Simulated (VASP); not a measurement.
# Au with and without spin-orbit coupling

What does spin-orbit coupling change in Au, and what does it cost? All runs use PBEsol. Left out of this account: at least 1 further run (self-consistent run: a reference on another mesh). This is not the structure that Au takes at ambient conditions. The start is a cell from a database of measured crystal structures.

Calculated with VASP 6.6.1; PBEsol; plane waves and PAW (Au), in the first sound run; inputs show where later runs differ.

The starting crystal is not the ambient structure of Au (fcc); it is a model or a phase of other conditions.

## Step 1: The starting structure

It takes space group P6_3/mmc (No. 194, hexagonal). Conventional cell: a = 2.900 Å, b = 2.900 Å, c = 4.880 Å, α = 90.00°, β = 90.00°, γ = 120.00°. Au has 12 Au at 2.90 to 2.96 Å nearest.

## Step 2: Band structure (PBEsol)

Levels along the symmetry lines show where the bands peak and cross; KPOINTS_OPT computes them in the converged potential. PBEsol restores the gradient expansion of exchange and is tuned for the cells of solids.

File INCAR:

```
SYSTEM = Au
PREC = Accurate
ENCUT = 400
EDIFF = 1E-06
NELM = 100
ISMEAR = -1
SIGMA = 0.05
LREAL = .FALSE.
ALGO = Normal
GGA = PS
NBANDS = 23
LASPH = .TRUE.
LORBIT = 11
LWAVE = .FALSE.
LCHARG = .FALSE.
KPAR = 2
```

File POSCAR:

```
Au
1.0
    2.9000000000      0.0000000000      0.0000000000
   -1.4500000000      2.5114736710      0.0000000000
    0.0000000000      0.0000000000      4.8800000000
Au
2
Direct
    0.3333333333      0.6666666667      0.7500000000
    0.6666666667      0.3333333333      0.2500000000
```

File KPOINTS:

```
Automatic mesh
0
Gamma
13 13 7
0 0 0
```

File KPOINTS_OPT:

```
Line mode
16
Line-mode
Reciprocal
  0.00000000   0.00000000   0.00000000 GAMMA
  0.50000000   0.00000000   0.00000000 M

  0.50000000   0.00000000   0.00000000 M
  0.33333333   0.33333333   0.00000000 K

  0.33333333   0.33333333   0.00000000 K
  0.00000000   0.00000000   0.00000000 GAMMA

  0.00000000   0.00000000   0.00000000 GAMMA
  0.00000000   0.00000000   0.50000000 A

  0.00000000   0.00000000   0.50000000 A
  0.50000000   0.00000000   0.50000000 L

  0.50000000   0.00000000   0.50000000 L
  0.33333333   0.33333333   0.50000000 H

  0.33333333   0.33333333   0.50000000 H
  0.00000000   0.00000000   0.50000000 A

  0.50000000   0.00000000   0.50000000 L
  0.50000000   0.00000000   0.00000000 M

  0.33333333   0.33333333   0.00000000 K
  0.33333333   0.33333333   0.50000000 H
```

The projector-augmented-wave data sets are Au (PBE family, release 64).

Launch:

```
$ mpirun -np 2 vasp_std
```

What it wrote:

```text
[banner, memory and clock lines left out]
running    2 mpi-ranks, on    1 nodes
 distrk:  each k-point on    1 cores,    2 groups
 distr:  one band on    1 cores,    1 groups

 POSCAR found type information on POSCAR Au
 POSCAR found :  1 types and       2 ions
|                                                                             |
|               ----> ADVICE to this user running VASP <----                  |
|                                                                             |
|     You enforced a specific xc type in the INCAR file but a different       |
|     [... a line on the potential file left out ...]
|     I HOPE YOU KNOW WHAT YOU ARE DOING!                                     |
|                                                                             |

 LDA part: xc-table for (Slater+PW92), standard interpolation
 POSCAR, INCAR and KPOINTS ok, starting setup
 FFT: planning ... GRIDC
 FFT: planning ... GRID_SOFT
 FFT: planning ... GRID
 WAVECAR not read
 entering main loop
       N       E                     dE             d eps       ncg     rms          rms(c)
DAV:   1     0.108057145896E+03    0.10806E+03   -0.94467E+03  3880   0.747E+02
DAV:   2    -0.626851012437E+01   -0.11433E+03   -0.10784E+03  4606   0.202E+02
DAV:   3    -0.848535125572E+01   -0.22168E+01   -0.22096E+01  4634   0.278E+01
DAV:   4    -0.849518348783E+01   -0.98322E-02   -0.98317E-02  4704   0.202E+00
DAV:   5    -0.849528139744E+01   -0.97910E-04   -0.97909E-04  4739   0.210E-01    0.119E+01
DAV:   6    -0.786171186816E+01    0.63357E+00   -0.90431E-01  4340   0.785E+00    0.750E+00
DAV:   7    -0.782244961008E+01    0.39262E-01   -0.78545E-02  4732   0.231E+00    0.348E+00
DAV:   8    -0.781737580921E+01    0.50738E-02   -0.69708E-03  4522   0.578E-01    0.458E-01
DAV:   9    -0.781733479003E+01    0.41019E-04   -0.64847E-05  4739   0.563E-02    0.219E-02
DAV:  10    -0.781734333116E+01   -0.85411E-05   -0.28914E-06  4746   0.125E-02    0.614E-03
DAV:  11    -0.781734376211E+01   -0.43095E-06   -0.18828E-07  3101   0.303E-03
   1 F= -.78173438E+01 E0= -.78148645E+01  d E =-.495862E-02
 Start KPOINTS_OPT (optional k-point list driver)
k-point batch [1-84\144]
       N       E                     dE             ncg
DAV:   1     0.181886017044E+05   -0.23405E+05     3872
DAV:   2     0.850213880895E+04   -0.96865E+04     4571
DAV:   3     0.832229994989E+04   -0.17984E+03     4768
DAV:   4     0.832137673572E+04   -0.92321E+00     4627
DAV:   5     0.832136607166E+04   -0.10664E-01     4781
DAV:   6     0.832136592818E+04   -0.14348E-03     4635
DAV:   7     0.832136592627E+04   -0.19084E-05     3896
DAV:   8     0.832136592610E+04   -0.17107E-06     3349
k-point batch [85-144\144]
       N       E                     dE             ncg
DAV:   1     0.255965308708E+05   -0.34353E+05     2768
DAV:   2     0.189903355560E+05   -0.66062E+04     3278
DAV:   3     0.188677023781E+05   -0.12263E+03     3229
DAV:   4     0.188670129643E+05   -0.68941E+00     3348
DAV:   5     0.188670046244E+05   -0.83399E-02     3369
DAV:   6     0.188670045083E+05   -0.11613E-03     3376
DAV:   7     0.188670045067E+05   -0.15653E-05     2545
DAV:   8     0.188670045065E+05   -0.15673E-06     2409
```

The job ended after 42 s (2 MPI ranks of Intel Xeon Platinum 8488C (Sapphire Rapids), shared host; peak memory 0.36 GiB).

The logs omit lines about the potential files and the build; timing stands in the text.

Parts of OUTCAR (step 2):

```text
ion  position               nearest neighbor table
   1  0.333  0.667  0.750-   2 2.96   2 2.96   2 2.96   2 2.96   2 2.96   2 2.96
   2  0.667  0.333  0.250-   1 2.96   1 2.96   1 2.96   1 2.96   1 2.96   1 2.96

  LATTYP: Found a hexagonal cell.
 ALAT       =     2.9000000000
 C/A-ratio  =     1.6827586207

 Subroutine GETGRP returns: Found 24 space group operations
 (whereof 12 operations were pure point group operations)

The static configuration has the point symmetry D_3d.
 The point group associated with its full space group is D_6h.

 Found     84 irreducible k-points:

   k-points           NKPTS =     84   k-points in BZ     NKDIM =     84   number of bands    NBANDS=     23

   dimension x,y,z NGX =    20 NGY =   20 NGZ =   32
   dimension x,y,z NGXF=    40 NGYF=   40 NGZF=   64

   ENCUT  =  400.0 eV  29.40 Ry    5.42 a.u.   4.73  4.73  7.96*2*pi/ulx,y,z

   NELECT =      22.0000    total number of electrons

 k-points in reciprocal lattice and weights: Automatic mesh
   0.00000000  0.00000000  0.00000000       0.001
   0.07692308 -0.00000000  0.00000000       0.005
   0.15384615  0.00000000  0.00000000       0.005
   0.23076923 -0.00000000  0.00000000       0.005
   0.30769231  0.00000000  0.00000000       0.005
   0.38461538 -0.00000000  0.00000000       0.005
   0.46153846 -0.00000000  0.00000000       0.005
   0.07692308  0.07692308  0.00000000       0.005
   0.15384615  0.07692308  0.00000000       0.010
[...]
0.38461538  0.23076923  0.42857143       0.010
   0.30769231  0.30769231  0.42857143       0.010

 average (electrostatic) potential at core
       1 -64.6245       2 -64.6245

 E-fermi :   8.4379

 k-point     1 :       0.0000    0.0000    0.0000
  band No.  band energies     occupation
    ...
      8       5.1862      2.00000
      9       5.1862      2.00000
     10       6.4552      2.00000
     11       6.4552      2.00000
     12       7.5599      2.00000
     13      11.0223      0.00000
     14      23.1777      0.00000
     15      24.2052      0.00000
     16      25.2893      0.00000
     17      26.6674      0.00000
    ...

 k-point     2 :       0.0769   -0.0000    0.0000
  band No.  band energies     occupation
    ...
      8       5.0521      2.00000
      9       5.1155      2.00000
     10       5.8173      2.00000
     11       6.4838      2.00000
     12       8.4215      1.16235
     13      11.0231      0.00000
     14      23.2035      0.00000
     15      24.4502      0.00000
     16      24.7950      0.00000
     17      25.7232      0.00000
    ...

 k-point     3 :       0.1538    0.0000    0.0000
  band No.  band energies     occupation
    ...
      7       4.6951      2.00000
      8       4.9381      2.00000
      9       4.9519      2.00000
     10       5.2526      2.00000
     11       6.5452      2.00000
     12       9.8003      0.00000
     13      11.0429      0.00000
     14      21.6091      0.00000
     15      24.0535      0.00000
     16      24.5231      0.00000
    ...

  Total       -1.4692141     -1.4692141     -1.6224626      0.0000000     -0.0000000      0.0000000
  in kB      -66.2291556    -66.2291556    -73.1372836      0.0000000     -0.0000000      0.0000000
  external PRESSURE =     -68.5318649 kB  Pullay stress =       0.0000000 kB

  energy-cutoff  :      400.00
  volume of cell :       35.54
      direct lattice vectors                 reciprocal lattice vectors
     2.900000000  0.000000000  0.000000000     0.344827586  0.199086300  0.000000000
    -1.450000000  2.511473671  0.000000000     0.000000000  0.398172599  0.000000000
     0.000000000  0.000000000  4.880000000     0.000000000  0.000000000  0.204918033

 POSITION                                       TOTAL-FORCE (eV/Angst)
 -----------------------------------------------------------------------------------
     -0.00000      1.67432      3.66000         0.000000      0.000000      0.000000
      1.45000      0.83716      1.22000        -0.000000     -0.000000      0.000000
 -----------------------------------------------------------------------------------
    total drift:                                0.000000     -0.000000      0.000000

  FREE ENERGIE OF THE ION-ELECTRON SYSTEM (eV)
  ---------------------------------------------------
  free  energy   TOTEN  =        -7.8173437621 eV

  energy  without entropy=       -7.8123851436  energy(sigma->0) =       -7.81486445

 total charge
# of ion       s       p       d       tot
------------------------------------------
    1        0.523   0.326   8.743   9.592
    2        0.523   0.326   8.743   9.592
--------------------------------------------------
tot          1.047   0.653  17.485  19.185

[... 3 further parts left out ...]
```

Spin-orbit coupling is off here; it can split and shift levels that hold much weight on Au by tenths of an eV or more. The PAW data sets were made with PBE, which is usual practice but a small mismatch for other functionals. At this level the cell is under a tension of 6.9 GPa, so at these settings it is away from equilibrium.

Numbers from this step:

```
SCF cycles                             : 11
electrons                              : 22
bands                                  : 23
irreducible k-points                   : 84
symmetry operations                    : 24
free energy (TOTEN)                    : -7.817 eV
energy at zero smearing                : -7.815 eV
Fermi energy                           : 8.438 eV
pressure                               : -6.853 GPa
metallic, judged on the points sampled : yes
```

The electronic bands at the labelled points (eV, zero at the Fermi level; # counts the bands kept in this run):

```
          point     #7     #8     #9    #10    #11    #12    #13    #14
              Γ  -3.92  -3.25  -3.25  -1.98  -1.98  -0.88   2.58  14.74
0.53 of the way  -3.61  -3.15  -2.94  -2.75  -1.81   2.82   3.61   9.01
              M  -3.39  -1.77  -1.67  -1.51   0.50   1.63   5.74   7.16
0.53 of the way  -3.65  -2.09  -2.01  -1.86   1.49   1.87   6.02   6.94
              K  -3.43  -2.25  -2.25  -2.17   2.39   2.39   3.94   9.48
0.53 of the way  -3.60  -3.40  -2.76  -2.42  -1.91   2.86   3.72  10.04
              Γ  -3.92  -3.25  -3.25  -1.98  -1.98  -0.88   2.58  14.74
0.47 of the way  -4.03  -2.98  -2.98  -2.80  -2.06  -2.06   5.38  13.91
              A  -4.24  -4.24  -2.41  -2.41  -2.41  -2.41  10.42  10.42
0.47 of the way  -3.47  -3.47  -2.45  -2.45  -1.88  -1.88  10.70  10.70
              L  -2.19  -2.19  -1.57  -1.57   0.65   0.65   3.89   3.89
0.47 of the way  -2.69  -2.69  -1.85  -1.85   2.13   2.13   4.03   4.03
              H  -3.40  -3.40  -1.94  -1.94   4.21   4.21   4.65   4.65
0.47 of the way  -3.32  -3.32  -1.96  -1.96  -1.34  -1.34   9.90   9.90
              A  -4.24  -4.24  -2.41  -2.41  -2.41  -2.41  10.42  10.42
      jump to L  -2.19  -2.19  -1.57  -1.57   0.65   0.65   3.89   3.89
0.47 of the way  -2.29  -1.91  -1.62  -1.53   0.14   1.43   4.51   4.74
              M  -3.39  -1.77  -1.67  -1.51   0.50   1.63   5.74   7.16
      jump to K  -3.43  -2.25  -2.25  -2.17   2.39   2.39   3.94   9.48
0.47 of the way  -3.47  -2.65  -2.10  -2.10   2.81   2.81   4.67   7.09
              H  -3.40  -3.40  -1.94  -1.94   4.21   4.21   4.65   4.65
```

There is no gap at this level.

[end of part 1 of 4]

[Lines on the potential files, build, host, timing and source positions are cut from VASP's logs without a mark.]

[Logs are printed without paths, hosts, clocks, repeated set-up lines and the standing remarks that a program may print on its own settings, such as how far it seeks lower states.]

[Hosts, paths, dates, database ids (printed as entryN), source tags and the programs' standing remarks are cut or masked in the printed files.]

[A measured line is paired with the nearest computed mode of its activity, which favours agreement.]

[In band tables of VASP the shares of atoms and orbitals are scaled to a sum of 1 inside the atoms' spheres.]
